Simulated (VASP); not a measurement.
# MnHg in VASP: a series of runs, part 2 of 2

VASP 6.6.1. Earlier steps stand in the parts before.

## Step 6: Single point, r2SCAN, collinear spin, ferromagnetic start

Input file INCAR:

```
  PREC = Accurate
  ENCUT = 400
  EDIFF = 1E-6
  ISMEAR = 1
  SIGMA = 0.4
  LREAL = F
  LASPH = T
  NELM = 100
  ALGO = Normal
  ISIF = 2
  LWAVE = F
  LCHARG = F
  ISPIN = 2
  MAGMOM = 0 4
  LORBIT = 11
  LMAXMIX = 4
  METAGGA = R2SCAN
  LMIXTAU = T
  NBANDS = 24
  ADDGRID = F
```

Input file KPOINTS:

```
Automatic mesh
0
Gamma
  5 5 5
```

Input file POSCAR:

```
MnHg
1.0
    3.2880000000      0.0000000000      0.0000000000
    0.0000000000      3.2880000000      0.0000000000
    0.0000000000      0.0000000000      3.3130000000
Hg Mn
1 1
Direct
    0.0037350000      0.0043450000     -0.0026990000
    0.4987650000      0.4794400000      0.4654080000
```

Potentials or basis: VASP PAW PBE potentials, release 64 (Hg, Mn_pv).

Command:

```bash
> cat potpaw_PBE.64/Hg/POTCAR potpaw_PBE.64/Mn_pv/POTCAR > POTCAR
> mpirun -np 1 vasp_std > vasp.out
```

OUTCAR:

```text
PREC = Accurate
   ENCUT = 400
   EDIFF = 1E-6
   ISMEAR = 1
   LREAL = F
   LASPH = T
   NELM = 100
   ISIF = 2
   ISPIN = 2
   LORBIT = 11
   METAGGA = R2SCAN

 Found     63 irreducible k-points:

 Following reciprocal coordinates:
            Coordinates               Weight
  0.000000  0.000000  0.000000      1.000000
  0.200000  0.000000  0.000000      2.000000
  0.000000  0.200000  0.000000      2.000000
  0.400000  0.000000  0.000000      2.000000
  0.000000  0.400000  0.000000      2.000000
  0.200000  0.200000  0.000000      2.000000
   k-points           NKPTS =     63   k-points in BZ     NKDIM =     63   number of bands    NBANDS=     24
   number of dos      NEDOS =    301   number of ions     NIONS =      2
   total plane-waves  NPLWV =  13824
   dimension x,y,z NGX =    24 NGY =   24 NGZ =   24
   dimension x,y,z NGXF=    48 NGYF=   48 NGZF=   48
   ions per type =               1   1
   NGX,Y,Z   is equivalent  to a cutoff of  12.13, 12.13, 12.04 a.u.
   NGXF,Y,Z  is equivalent  to a cutoff of  24.27, 24.27, 24.09 a.u.
 SYSTEM =  unknown system
   PREC   = accura    normal or accurate (medium, high low for compatibility)
   ISTART =      0    job   : 0-new  1-cont  2-samecut
   ICHARG =      2    charge: 1-file 2-atom 10-const
   ISPIN  =      2    spin polarized calculation?
   LNONCOLLINEAR =      F non collinear calculations
   LSORBIT =      F    spin-orbit coupling
   LASPH  =      T    aspherical Exc in radial PAW
   ENCUT  =  400.0 eV  29.40 Ry    5.42 a.u.   5.36  5.36  5.40*2*pi/ulx,y,z
   NELM   =    100;   NELMIN=  2; NELMDL= -5     # of ELM steps
   EDIFF  = 0.1E-05   stopping-criterion for ELM
   LREAL  =      F    real-space projection
   EDIFFG = 0.1E-04   stopping-criterion for IOM
   NSW    =      0    number of steps for IOM
   IBRION =     -1    ionic relax: 0-MD 1-quasi-New 2-CG
   NFREE  =      0    steps in history (QN), initial steepest desc. (CG)
   ISIF   =      2    stress and relaxation
   ISYM   =      2    0-nonsym 1-usesym 2-fastsym
   POTIM  = 0.5000    time-step for ionic-motion
   TEBEG  =    0.0;   TEEND  =   0.0 temperature during run
   PSTRESS=    0.0 pullay stress
   NELECT =      25.0000    total number of electrons
   NUPDOWN=      -1.0000    fix difference up-down
[... 33 lines left out ...]
  free energy    TOTEN  =       -63.99719629 eV

  energy without entropy =      -63.96830561  energy(sigma->0) =      -63.98756606

 E-fermi :   6.0543     XC(G=0): -12.7398

 val. band max:        5.9829410836   @ k =   0.2000   0.2000   0.0000
 cond. band min:       6.0543256375   @ k =   0.0000   0.2000   0.2000
 fundamental gap:      0.0713845539
 Fermi energy:         6.0543112613

 spin component 1

 k-point     1 :       0.0000    0.0000    0.0000
  band No.  band energies     occupation
      1     -47.1614      1.00000
      2     -47.1561      1.00000
      3     -47.1485      1.00000
      4      -4.5664      1.00000
      5      -3.1280      1.00000
      6      -3.1038      1.00000
[... 151 lines left out ...]
     23      22.9589      0.00000
     24      23.4551      0.00000

 [... further k-points ...]

 spin component 2

 k-point     1 :       0.0000    0.0000    0.0000
  band No.  band energies     occupation
      1     -41.4799      1.00000
      2     -41.4762      1.00000
      3     -41.4734      1.00000
      4      -4.4904      1.00000
      5      -3.0856      1.00000
      6      -3.0652      1.00000
[... 151 lines left out ...]
     23      23.9105      0.00000
     24      24.3624      0.00000

 [... further k-points ...]

------------------------ aborting loop because EDIFF is reached ----------------------------------------

  FORCE on cell =-STRESS in cart. coord.  units (eV):
  Direction    XX          YY          ZZ          XY          YZ          ZX
  --------------------------------------------------------------------------------------
  -------------------------------------------------------------------------------------
  Total        0.8045237      0.7626534      0.7102539      0.0197450      0.1259603      0.0267691
  in kB       35.9885506     34.1155767     31.7716032      0.8832496      5.6345486      1.1974532
  external PRESSURE =      33.9585768 kB  Pullay stress =       0.0000000 kB

 VOLUME and BASIS-vectors are now :
 -----------------------------------------------------------------------------
  energy-cutoff  :      400.00
  volume of cell :       35.82
      direct lattice vectors                 reciprocal lattice vectors
     3.288000000  0.000000000  0.000000000     0.304136253  0.000000000  0.000000000
     0.000000000  3.288000000  0.000000000     0.000000000  0.304136253  0.000000000
     0.000000000  0.000000000  3.313000000     0.000000000  0.000000000  0.301841232

 POSITION                                       TOTAL-FORCE (eV/Angst)
 -----------------------------------------------------------------------------------
      0.01228      0.01429      3.30406        -0.064238     -0.287838     -0.363238
      1.63994      1.57640      1.54190         0.064238      0.287838      0.363238
 -----------------------------------------------------------------------------------
    total drift:                                0.008535     -0.007838     -0.017368

  FREE ENERGIE OF THE ION-ELECTRON SYSTEM (eV)
  ---------------------------------------------------
  free  energy   TOTEN  =       -63.9971962850 eV

  energy  without entropy=      -63.9683056127  energy(sigma->0) =      -63.98756606

 total charge

# of ion       s       p       d       tot
------------------------------------------
    1        0.843   0.561   9.241  10.645
    2        0.274   6.191   4.934  11.398
--------------------------------------------------
tot          1.117   6.752  14.175  22.043

 magnetization (x)

# of ion       s       p       d       tot
------------------------------------------
    1       -0.040  -0.067   0.059  -0.047
    2        0.034   0.027   4.052   4.114
--------------------------------------------------
tot         -0.006  -0.039   4.112   4.066
```

stdout:

```text
POSCAR found type information on POSCAR HgMn
 POSCAR found :  2 types and       2 ions
 scaLAPACK will be used
 -----------------------------------------------------------------------------
|                                                                             |
|                                                                             |
|     You enforced a specific xc type in the INCAR file but a different       |
|     I HOPE YOU KNOW WHAT YOU ARE DOING!                                     |
|                                                                             |
 -----------------------------------------------------------------------------

 LDA part: xc-table for (None), standard interpolation
 POSCAR, INCAR and KPOINTS ok, starting setup
 FFT: planning ... GRIDC
 FFT: planning ... GRID_SOFT
 FFT: planning ... GRID
 WAVECAR not read
 entering main loop
```

Run time: 2.9 min. Hardware: 1 thread of Intel Xeon Platinum 8259CL at 2.50GHz (Skylake/Cascade Lake), shared host; peak memory 0.2 GiB.

The run converged, but some of its settings lie outside the range that counts as converged, so its numbers aren't taken as properties of the crystal.

Results:

```yaml
Free_energy: -63.9972 eV
Pressure: 3.4 GPa
Largest_force: 0.468 eV/Å
Band_gap_on_the_k_mesh: none (metal or under the smearing width)
Net_moment: 4.21 μB per cell
Site_moments: Hg -0.05; Mn +4.11 μB
Valence_electrons_inside_the_program's_atomic_spheres: Hg 10.64; Mn 11.40
```

Caveat: the k mesh is coarse (spacing up to 0.38 Å⁻¹), so the values aren't converged; the PAW data sets were made with another functional, which shifts forces and pressure a little.

## Step 7: The reference run

An earlier run on the cell as given: functional PBE; potentials or basis VASP PAW PBE potentials, release 64 (Hg, Mn_pv); cutoff 520 eV; k mesh 8 × 8 × 8; occupations fermi-dirac, width 0.05 eV; collinear spin, ferromagnetic start; starting moments [0.0, 4.0] μB.

* Pressure: 2.5 GPa
* Band gap on the k mesh: none (metal or under the smearing width)
* Net moment: 3.88 μB per cell
* Site moments: Hg -0.06; Mn +3.80 μB
* Valence electrons inside the program's atomic spheres: Hg 10.61; Mn 11.42
